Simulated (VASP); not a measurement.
Data:

```
CELL_PARAMETERS angstrom
      4.85870     0.00000     0.00000
      0.00000     4.85870     0.00000
      0.00000     0.00000     4.85870
ATOMIC_POSITIONS crystal
  Ag 0.75000 0.25000 0.75000
  Ag 0.25000 0.75000 0.75000
  Ag 0.75000 0.75000 0.25000
  Ag 0.25000 0.25000 0.25000
  O  0.00000 0.00000 0.00000
  O  0.50000 0.50000 0.50000
```

Calculation: PBE GGA, VASP's PBE PAW potentials (set 64) (plane waves; VASP). Settings: 520 eV cut-off, 7×7×7 Γ-centred mesh, first-order Methfessel-Paxton smearing of 0.10 eV, potentials Ag O.

Predict the energy per atom (σ→0), pressure, band gap (on the k-mesh) with the smallest direct gap where there is one.

The band gap (on the k-mesh) comes out as none (metal, semimetal or under 0.01 eV), the energy per atom (σ→0) comes out as -344.8 kJ/mol-atom and the pressure is -1.96 GPa.

The compound is Ag2O in the cuprite structure. This cell is one point of a volume scan, at 1.03 of the reference volume.
